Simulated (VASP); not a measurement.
# Al2InN3 (P6_3mc) in VASP: density of states with PBE

Aim: the density of states of Al2InN3 with PBE.

Program: VASP 6.6.1. These are calculated values, not measurements. Logs are shortened: lines on timing, memory, paths and dates and some standing lists are left out, and cuts for length are marked.

## Step 1: Starting point

It takes space group P6_3mc (No. 186, hexagonal). The conventional cell has a = 3.265 Å, b = 3.265 Å, c = 16.053 Å, α = 90.00°, β = 90.00°, γ = 120.00°. Al (site symmetry 3m) is surrounded by 4 N at 1.90 to 1.97 Å. Al (site symmetry 3m) is surrounded by 4 N at 1.88 to 1.97 Å. Around In (site symmetry 3m) lie 4 N at 2.09 to 2.21 Å. N (site symmetry 3m) has 4 Al at 1.90 to 1.97 Å as nearest neighbours. N (site symmetry 3m) is surrounded by 1 Al at 1.88 Å and 3 In at 2.09 Å. N (site symmetry 3m) is surrounded by 3 Al at 1.97 Å and 1 In at 2.21 Å.

The cell was built by a generator and needn't be a form met in nature.

## Step 2: Density of states, PBE

Input file POSCAR:

```
Al2InN3                                 
1.0
    3.2645024946      0.0000000000      0.0000000000
   -1.6322512473      2.8271420990      0.0000000000
    0.0000000000      0.0000000000     16.0526129060
  Al              In              N             
     4     2     6
Direct
     0.6666666699999979    0.3333333300000021    0.5066471305197053
     0.6666666699999979    0.3333333300000021    0.1602739912685046
     0.3333333300000021    0.6666666699999979    0.0066471305197054
     0.3333333300000021    0.6666666699999979    0.6602739912685046
     0.3333333300000021    0.6666666699999979    0.3341354317209137
     0.6666666699999979    0.3333333300000021    0.8341354317209138
     0.6666666699999979    0.3333333300000021    0.6248298033585753
     0.6666666699999979    0.3333333300000021    0.2773350225086852
     0.3333333300000021    0.6666666699999979    0.4718253406236089
     0.3333333300000021    0.6666666699999979    0.1248298033585753
     0.3333333300000021    0.6666666699999979    0.7773350225086851
     0.6666666699999979    0.3333333300000021    0.9718253406236090
```

Input file INCAR.step1:

```
SYSTEM = Al2InN3
  PREC = Accurate
  ENCUT = 520
  EDIFF = 1E-6
  ISMEAR = 0
  SIGMA = 0.03
  LREAL = .False.
  LASPH = .True.
  NELM = 80
  ALGO = Normal
  ISIF = 2
  LWAVE = .False.
  LCHARG = .True.
  GGA = PE
  KPAR = 4
```

Input file KPOINTS.step1:

```
Automatic mesh
0
Gamma
  8 8 2
  0 0 0
```

Input file INCAR.step2:

```
SYSTEM = Al2InN3
  PREC = Accurate
  ENCUT = 520
  EDIFF = 1E-6
  ISMEAR = -5
  SIGMA = 0.03
  LREAL = .False.
  LASPH = .True.
  NELM = 80
  ALGO = Normal
  ISIF = 2
  LWAVE = .False.
  LCHARG = .False.
  GGA = PE
  LORBIT = 10
  KPAR = 4
  NEDOS = 2001
  ICHARG = 11
```

Input file KPOINTS.step2:

```
Automatic mesh
0
Gamma
  12 12 3
  0 0 0
```

Potentials or basis: VASP PAW PBE potentials, release 64 (Al, In_d, N).

Run with:

```console
cat potpaw_PBE.64/Al/POTCAR potpaw_PBE.64/In_d/POTCAR potpaw_PBE.64/N/POTCAR > POTCAR
cp INCAR.step1 INCAR
cp KPOINTS.step1 KPOINTS
mpirun -np 4 vasp_std > vasp.out
cp INCAR.step2 INCAR
cp KPOINTS.step2 KPOINTS
mpirun -np 4 vasp_std > vasp.out
```

OUTCAR:

```text
SYSTEM = Al2InN3
   PREC = Accurate
   ENCUT = 520
   EDIFF = 1E-6
   ISMEAR = -5
   LREAL = .False.
   LASPH = .True.
   NELM = 80
   ISIF = 2
   GGA = PE
   LORBIT = 10
   ICHARG = 11

 ion  position               nearest neighbor table
   1  0.667  0.333  0.507-   7 1.90   9 1.97   9 1.97   9 1.97   4 3.10   4 3.10   4 3.10   5 3.35
                             5 3.35   5 3.35
   2  0.667  0.333  0.160-   8 1.88  10 1.97  10 1.97  10 1.97   3 3.10   3 3.10   3 3.10   5 3.37
                             5 3.37   5 3.37
   3  0.333  0.667  0.007-  10 1.90  12 1.97  12 1.97  12 1.97   2 3.10   2 3.10   2 3.10   6 3.35
                             6 3.35   6 3.35
   4  0.333  0.667  0.660-  11 1.88   7 1.97   7 1.97   7 1.97   1 3.10   1 3.10   1 3.10   6 3.37
                             6 3.37   6 3.37
   5  0.333  0.667  0.334-   8 2.09   8 2.09   8 2.09   9 2.21   1 3.35   1 3.35   1 3.35   2 3.37
                             2 3.37   2 3.37
   6  0.667  0.333  0.834-  11 2.09  11 2.09  11 2.09  12 2.21   3 3.35   3 3.35   3 3.35   4 3.37
                             4 3.37   4 3.37
   7  0.667  0.333  0.625-   1 1.90   4 1.97   4 1.97   4 1.97
   8  0.667  0.333  0.277-   2 1.88   5 2.09   5 2.09   5 2.09
   9  0.333  0.667  0.472-   1 1.97   1 1.97   1 1.97   5 2.21
  10  0.333  0.667  0.125-   3 1.90   2 1.97   2 1.97   2 1.97
  11  0.333  0.667  0.777-   4 1.88   6 2.09   6 2.09   6 2.09
  12  0.667  0.333  0.972-   3 1.97   3 1.97   3 1.97   6 2.21

  LATTYP: Found a hexagonal cell.
 ALAT       =     3.2645024946
 C/A-ratio  =     4.9173229099

  Lattice vectors:

 A1 = (   3.2645024946,   0.0000000000,   0.0000000000)
 A2 = (  -1.6322512473,   2.8271420990,   0.0000000000)
 A3 = (   0.0000000000,   0.0000000000,  16.0526129060)

Analysis of symmetry for initial positions (statically):
=====================================================================
 Subroutine PRICEL returns:
 Original cell was already a primitive cell.

 Routine SETGRP: Setting up the symmetry group for a
 hexagonal supercell.

 Subroutine GETGRP returns: Found 12 space group operations
 (whereof  6 operations were pure point group operations)
 out of a pool of 24 trial point group operations.

The static configuration has the point symmetry C_3v.
 The point group associated with its full space group is C_6v.

Analysis of symmetry for dynamics (positions and initial velocities):
=====================================================================
 Subroutine PRICEL returns:
[... 155 lines left out ...]
  Thomas-Fermi vector in A             =   2.396207
   LORBIT       =     10    0 simple, 1 ext, 2 COOP (PROOUT), +10 PAW based schemes
   GGA     = PE    functional components
   LHFCALC =     F    Hartree Fock is set to
   AEXX    =    0.0000 exact exchange contribution
   IVDW    =     0    specifies the selected vdW correction
   LEPSILON=     F    determine dielectric tensor
   LRPA    =     F    only Hartree local field effects (RPA)
 non-spin polarized calculation
 Fermi weights with tetrahedron method with Bloechl corrections
  energy-cutoff  :      520.00
  volume of cell :      148.15
 maximum number of plane-waves:      4056

 number of electron      68.0000021 magnetization

 Free energy of the ion-electron system (eV)
  ---------------------------------------------------
  ext. energy  EPLUGINS =         0.00000000
  ---------------------------------------------------
  free energy    TOTEN  =       -79.61633915 eV

  energy without entropy =      -79.61633915  energy(sigma->0) =      -79.61633915

 E-fermi :   6.7358     XC(G=0): -10.7797

 val. band max:        6.7291211461   @ k =   0.0000   0.0000   0.0000
 cond. band min:       7.9358739646   @ k =   0.0000   0.0000   0.0000
 fundamental gap:      1.2067528184
 Fermi energy:         6.7358168733

 k-point     1 :       0.0000    0.0000    0.0000
  band No.  band energies     occupation
      1      -8.6784      2.00000
      2      -8.5658      2.00000
      3      -8.2562      2.00000
      4      -8.2072      2.00000
      5      -7.5280      2.00000
      6      -7.2602      2.00000
[... 1045 lines left out ...]
     40      12.1561      0.00000
     41      13.0187      0.00000

 [... further k-points ...]
[... 5 lines left out ...]
  --------------------------------------------------------------------------------------
  -------------------------------------------------------------------------------------
  Total        0.0028435      0.0028435      0.0157957      0.0000000     -0.0000000      0.0000000
  in kB        0.0307504      0.0307504      0.1708203      0.0000000     -0.0000000      0.0000000
  external PRESSURE =       0.0774404 kB  Pullay stress =       0.0000000 kB

 VOLUME and BASIS-vectors are now :
 -----------------------------------------------------------------------------
  energy-cutoff  :      520.00
  volume of cell :      148.15
      direct lattice vectors                 reciprocal lattice vectors
     3.264502495  0.000000000  0.000000000     0.306325390  0.176857046  0.000000000
    -1.632251247  2.827142099  0.000000000     0.000000000  0.353714092  0.000000000
     0.000000000  0.000000000 16.052612906     0.000000000  0.000000000  0.062295154

 POSITION                                       TOTAL-FORCE (eV/Angst)
 -----------------------------------------------------------------------------------
      1.63225      0.94238      8.13301        -0.000000     -0.000000      0.001451
      1.63225      0.94238      2.57282        -0.000000     -0.000000     -0.000495
     -0.00000      1.88476      0.10670        -0.000000     -0.000000      0.001451
     -0.00000      1.88476     10.59912        -0.000000     -0.000000     -0.000495
     -0.00000      1.88476      5.36375         0.000000      0.000000      0.000187
      1.63225      0.94238     13.39005        -0.000000     -0.000000      0.000187
      1.63225      0.94238     10.03015         0.000000      0.000000     -0.001774
      1.63225      0.94238      4.45195         0.000000     -0.000000      0.003463
     -0.00000      1.88476      7.57403        -0.000000     -0.000000     -0.002833
     -0.00000      1.88476      2.00384        -0.000000     -0.000000     -0.001774
     -0.00000      1.88476     12.47826        -0.000000      0.000000      0.003463
      1.63225      0.94238     15.60034        -0.000000      0.000000     -0.002833
 -----------------------------------------------------------------------------------
    total drift:                                0.000006     -0.000003     -0.001824

  FREE ENERGIE OF THE ION-ELECTRON SYSTEM (eV)
  ---------------------------------------------------
  free  energy   TOTEN  =       -79.6163391475 eV

  energy  without entropy=      -79.6163391475  energy(sigma->0) =      -79.61633915

 total charge

# of ion       s       p       d       tot
------------------------------------------
    1        0.359   0.399   0.000   0.759
    2        0.355   0.393   0.000   0.748
    3        0.359   0.399   0.000   0.759
    4        0.355   0.393   0.000   0.748
    5        0.773   0.867  10.028  11.668
    6        0.773   0.867  10.028  11.668
    7        1.219   2.570   0.000   3.789
    8        1.239   2.523   0.000   3.762
    9        1.227   2.502   0.000   3.729
   10        1.219   2.570   0.000   3.789
   11        1.239   2.523   0.000   3.762
   12        1.227   2.502   0.000   3.729
--------------------------------------------------
tot         10.345  18.508  20.056  48.909
```

OUTCAR.step1:

```text
SYSTEM = Al2InN3
   PREC = Accurate
   ENCUT = 520
   EDIFF = 1E-6
   ISMEAR = 0
   LREAL = .False.
   LASPH = .True.
   NELM = 80
[... 1142 lines left out ...]
     -0.00000      1.88476      2.00384        -0.000000      0.000000     -0.002456
     -0.00000      1.88476     12.47826        -0.000000      0.000000      0.002278
      1.63225      0.94238     15.60034        -0.000000     -0.000000     -0.001936
 -----------------------------------------------------------------------------------
    total drift:                                0.000006     -0.000003     -0.002626

  FREE ENERGIE OF THE ION-ELECTRON SYSTEM (eV)
  ---------------------------------------------------
  free  energy   TOTEN  =       -79.6147462001 eV

  energy  without entropy=      -79.6147462001  energy(sigma->0) =      -79.61474620
```

It took 65 s on 4 MPI ranks of Intel Xeon Platinum 8375C at 2.90GHz (Ice Lake), shared host; peak memory 0.34 GiB.

What came out:

```
Valence electrons inside the program's atomic spheres : Al 0.76, 0.75; In 11.67; N 3.79, 3.76, 3.73
```

Levels at points of the mesh, in eV from the valence-band top:
```tsv
k point	band 31	band 32	band 33	band 34	band 35	band 36	band 37	band 38
(0.00, 0.00, 0.00)	-0.02	-0.02	0.00	0.00	1.21	2.35	3.61	4.39
(0.50, 0.00, 0.00)	-1.89	-1.59	-1.15	-0.98	3.13	3.53	3.93	4.33
```

States per cell in windows of 0.5 eV (zero at the valence-band top; states under -8 eV left out):
```
from (eV)  total  N9_p  N12_p  N8_p  N11_p  N7_p  N10_p
     -8.0   0.00  0.00   0.00  0.00   0.00  0.00   0.00
     -7.5   0.00  0.00   0.00  0.00   0.00  0.00   0.00
     -7.0   0.00  0.00   0.00  0.00   0.00  0.00   0.00
     -6.5   0.40  0.02   0.02  0.02   0.02  0.01   0.01
     -6.0   3.81  0.20   0.20  0.17   0.17  0.16   0.16
     -5.5   2.85  0.18   0.18  0.11   0.11  0.13   0.13
     -5.0   2.65  0.14   0.14  0.11   0.11  0.16   0.16
     -4.5   1.53  0.08   0.08  0.05   0.05  0.12   0.12
     -4.0   2.72  0.17   0.17  0.14   0.14  0.18   0.18
     -3.5   2.76  0.22   0.22  0.14   0.14  0.19   0.19
     -3.0   3.57  0.36   0.36  0.17   0.17  0.26   0.26
     -2.5   4.57  0.42   0.42  0.25   0.25  0.41   0.41
     -2.0   5.61  0.45   0.45  0.40   0.40  0.58   0.58
     -1.5   3.31  0.20   0.20  0.38   0.38  0.30   0.30
     -1.0   1.53  0.04   0.04  0.30   0.30  0.07   0.07
     -0.5   0.83  0.01   0.01  0.21   0.21  0.01   0.01
      0.0   0.00  0.00   0.00  0.00   0.00  0.00   0.00
      0.5   0.00  0.00   0.00  0.00   0.00  0.00   0.00
      1.0   0.00  0.00   0.00  0.00   0.00  0.00   0.00
      1.5   0.08  0.00   0.00  0.00   0.00  0.00   0.00
      2.0   0.25  0.01   0.01  0.02   0.02  0.01   0.01
      2.5   0.59  0.04   0.04  0.04   0.04  0.01   0.01
      3.0   1.24  0.06   0.06  0.07   0.07  0.01   0.01
      3.5   1.27  0.04   0.04  0.06   0.06  0.01   0.01
      4.0   1.55  0.03   0.03  0.05   0.05  0.02   0.02
      4.5   1.54  0.03   0.03  0.03   0.03  0.03   0.03
      5.0   2.56  0.07   0.07  0.04   0.04  0.05   0.05
      5.5   2.69  0.08   0.08  0.05   0.05  0.05   0.05
      6.0   1.40  0.05   0.05  0.04   0.04  0.03   0.03
      6.5   0.64  0.02   0.02  0.02   0.02  0.01   0.01
      7.0   0.26  0.01   0.01  0.01   0.01  0.00   0.00
      7.5   0.00  0.00   0.00  0.00   0.00  0.00   0.00
```
